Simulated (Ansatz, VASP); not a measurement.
# Cu26Si (Cu wire along [110], 3 atoms a period): VASP beside Ansatz, part 3 of 3

Aim: how closely do two programs agree when they are given the same cell, functional and k mesh? Of the first pair: The structure shown is the start of the Ansatz relaxation below; VASP solves that cell, so the two are compared at the walk's first step.

VASP 6.6.1 and Ansatz 0.2.0.

So far. Step 4 (Differences): The forces differ by 3.3 meV/Å r.m.s., which is 2.5 % of the r.m.s. force of 0.131 eV/Å (both taken over all components). Moments aren't recorded for both runs of this pair, so they may hold unlike magnetic states.

## 6. VASP: single point, PBE, relaxed cell, pair 2

Level of this step: PBE, zero-moment start; plane waves and PAW (Cu, Si) (VASP).

The same cell, functional, mesh and smearing now go to VASP, with its own data sets.

The input, INCAR:

```
SYSTEM = Cu26Si
PREC = Accurate
ENCUT = 520
EDIFF = 1E-06
NELM = 200
ISMEAR = -1
SIGMA = 0.1
LREAL = .FALSE.
ALGO = Normal
GGA = PE
NBANDS = 168
ISPIN = 2
MAGMOM = 0 0 0 0 0 0 0 0 0 0 0 0 0 0 0 0 0 0 0 0 0 0 0 0 0 0 0
LASPH = .TRUE.
LMAXMIX = 4
LORBIT = 11
LWAVE = .FALSE.
LCHARG = .FALSE.
ISIF = 2
GGA_COMPAT = .FALSE.
```

The input, POSCAR:

```
Cu26Si
1.0
    8.6150000000      0.0000000000      0.0000000000
    0.0000000000      9.3670000000      0.0000000000
    0.0000000000      0.0000000000     21.5689877222
Cu Si
26 1
Direct
    0.3968869860      0.3708833440      0.0000000000
    0.6008865050      0.4999891970      0.0555555560
    0.3968869860      0.6290950500      0.0000000000
    0.3968869860      0.3708833440      0.1111111110
    0.6008865050      0.4999891970      0.1666666670
    0.3968869860      0.6290950500      0.1111111110
    0.3968869860      0.3708833440      0.2222222220
    0.6008865050      0.4999891970      0.2777777780
    0.3968869860      0.6290950500      0.2222222220
    0.3982794861      0.3688926906      0.3321446503
    0.5975210504      0.4999891970      0.3913648183
    0.3982794861      0.6310857034      0.3321446503
    0.3897099852      0.3653451039      0.4437709271
    0.3897099852      0.6346332901      0.4437709271
    0.3897994441      0.3654248644      0.5552215528
    0.5977908371      0.4999891970      0.6080322490
    0.3897994441      0.6345535296      0.5552215528
    0.3968869860      0.3708833440      0.6666666670
    0.6008865050      0.4999891970      0.7222222220
    0.3968869860      0.6290950500      0.6666666670
    0.3968869860      0.3708833440      0.7777777780
    0.6008865050      0.4999891970      0.8333333330
    0.3968869860      0.6290950500      0.7777777780
    0.3968869860      0.3708833440      0.8888888890
    0.6008865050      0.4999891970      0.9444444440
    0.3968869860      0.6290950500      0.8888888890
    0.5743890265      0.4999891970      0.4996273634
```

The input, KPOINTS:

```
Automatic mesh
0
Gamma
1 1 1
0 0 0
```

Potentials, in the order of the species: Cu and Si (PBE family, release 64).

Run with:

```sh
mpirun -np 4 vasp_gam
```

Numbers of over 12 decimals in the logs are rounded to 6 here.

Log:

```text
[banner, memory and clock lines left out]
running    4 mpi-ranks, on    1 nodes
[...]
[... a notice as in an earlier step ...]

 LDA part: xc-table for (Slater+PW92), standard interpolation
 POSCAR, INCAR and KPOINTS ok, starting setup
[...]
entering main loop
       N       E                     dE             d eps       ncg     rms          rms(c)
DAV:   1     0.256986480264E+04    0.25699E+04   -0.12595E+05   672   0.184E+03
DAV:   2     0.179248826204E+03   -0.23906E+04   -0.23389E+04   672   0.414E+02
DAV:   3    -0.626594513346E+02   -0.24191E+03   -0.22134E+03   800   0.181E+02
DAV:   4    -0.858182757916E+02   -0.23159E+02   -0.21916E+02   992   0.617E+01
[...]
DAV:  26    -0.718346252496E+02   -0.63607E-05   -0.18803E-06   400   0.188E-02    0.249E-03
DAV:  27    -0.718346264905E+02   -0.12409E-05   -0.91492E-07   400   0.102E-02    0.100E-03
DAV:  28    -0.718346267480E+02   -0.25750E-06   -0.44775E-07   384   0.457E-03
   1 F= -.71834627E+02 E0= -.71511589E+02  d E =-.646076E+00  mag=    -0.0000
```

From OUTCAR (step 6):

```text
  Total        1.5868291      2.9574793      1.6708275      0.0000000      0.0000000     -0.1258864
  in kB        1.4606803      2.7223673      1.5380010      0.0000000      0.0000000     -0.1158788
  external PRESSURE =       1.9070162 kB  Pullay stress =       0.0000000 kB

 POSITION                                       TOTAL-FORCE (eV/Angst)
 -----------------------------------------------------------------------------------
      3.41918      3.47406      0.00000         0.008358     -0.105883      0.000358
      5.17664      4.68340      1.19828         0.046410      0.000000      0.001119
      3.41918      5.89273      0.00000         0.008358      0.105883      0.000358
      3.41918      3.47406      2.39655        -0.023218     -0.084532      0.001008
      5.17664      4.68340      3.59483         0.061933      0.000000      0.007680
      3.41918      5.89273      2.39655        -0.023218      0.084532      0.001008
      3.41918      3.47406      4.79311        -0.051045     -0.102486     -0.071905
      5.17664      4.68340      5.99139         0.064913      0.000000      0.072582
      3.41918      5.89273      4.79311        -0.051045      0.102486     -0.071905
      3.43118      3.45542      7.16402         0.007743     -0.018405      0.019541
      5.14764      4.68340      8.44134        -0.004903      0.000000      0.006648
      3.43118      5.91138      7.16402         0.007743      0.018405      0.019541
      3.35735      3.42219      9.57169        -0.022943     -0.047438     -0.013964
      3.35735      5.94461      9.57169        -0.022943      0.047438     -0.013964
[...]
-----------------------------------------------------------------------------------
    total drift:                               -0.008149     -0.000047      0.002726

  FREE ENERGIE OF THE ION-ELECTRON SYSTEM (eV)
  ---------------------------------------------------
  free  energy   TOTEN  =       -71.8346267480 eV

  energy  without entropy=      -71.1885507239  energy(sigma->0) =      -71.51158874

 magnetization (x)
# of ion       s       p       d       tot
------------------------------------------
    1       -0.000  -0.000  -0.000  -0.000
    2       -0.000  -0.000  -0.000  -0.000
    3       -0.000  -0.000  -0.000  -0.000
    4       -0.000  -0.000  -0.000  -0.000
    5        0.000  -0.000  -0.000  -0.000
    6       -0.000  -0.000  -0.000  -0.000
    7       -0.000  -0.000  -0.000  -0.000
    8       -0.000  -0.000  -0.000  -0.000
    9       -0.000  -0.000  -0.000  -0.000
   10       -0.000  -0.000  -0.000  -0.000
   11       -0.000  -0.000   0.000  -0.000
   12       -0.000  -0.000  -0.000  -0.000
   13       -0.000  -0.000   0.000  -0.000
[...]
--------------------------------------------------
tot         -0.000  -0.000  -0.000  -0.000

[... 2 parts as in an earlier step ...]

[... 1 further part left out ...]
[key lines of the parts left out:]
E-fermi :  -2.1890
```

## 7. Differences

What differs besides the data sets and the points named for the pairs above, as far as they apply: the data sets hold 498 valence electrons in Ansatz (on its default PAW (the set named soft_2) files) and 290 in VASP. Total energies have different zeros and are not compared.

Forces on 10 of the 27 atoms, those with the largest forces and the largest differences (eV/Å; atoms numbered as in POSCAR):

```
atom          Ansatz x, y, z            VASP x, y, z
 Cu7  -0.048, -0.100, -0.070  -0.051, -0.102, -0.072
 Cu9   -0.048, 0.100, -0.070   -0.051, 0.102, -0.072
Cu13  -0.018, -0.043, -0.009  -0.023, -0.047, -0.014
Cu14   -0.018, 0.043, -0.009   -0.023, 0.047, -0.014
Cu18    0.018, -0.100, 0.117    0.014, -0.102, 0.118
Cu19    0.013, 0.000, -0.133    0.019, 0.000, -0.133
Cu20     0.018, 0.100, 0.117     0.014, 0.102, 0.118
Cu21  -0.043, -0.098, -0.024  -0.046, -0.100, -0.024
Cu23   -0.043, 0.098, -0.024   -0.046, 0.100, -0.024
Si27    0.011, 0.000, -0.002    0.029, 0.000, -0.002
```

The forces differ by 3.7 meV/Å r.m.s., which is 7.2 % of the r.m.s. force of 0.052 eV/Å (both taken over all components).

## 8. Summary of results

| Property | Result |
| --- | --- |
| r.m.s. force difference (single point, PBE, start cell, pair 1) | 3.3 meV/Å |
| r.m.s. force difference (single point, PBE, relaxed cell, pair 2) | 3.7 meV/Å |

What this shows: The r.m.s. force difference is 3.7 meV/Å (single point, PBE, relaxed cell, pair 2), within the 12 meV/Å picked in this series as the mark of a large difference. The data sets hold unlike numbers of valence electrons (498 in Ansatz and 290 in VASP), so part of the differences comes from the potentials. Such differences can come from data sets, numerical settings and the points named under the comparisons, not from the functional's error against experiment.

[Lines on the potential files, build, host, timing and source positions are cut from VASP's logs without a mark.]

[Logs are printed without paths, hosts, clocks, repeated set-up lines and the standing remarks that a program may print on its own settings, such as how far it seeks lower states.]

[Hosts, paths, dates, database ids (printed as entryN), source tags and the programs' standing remarks are cut or masked in the printed files.]
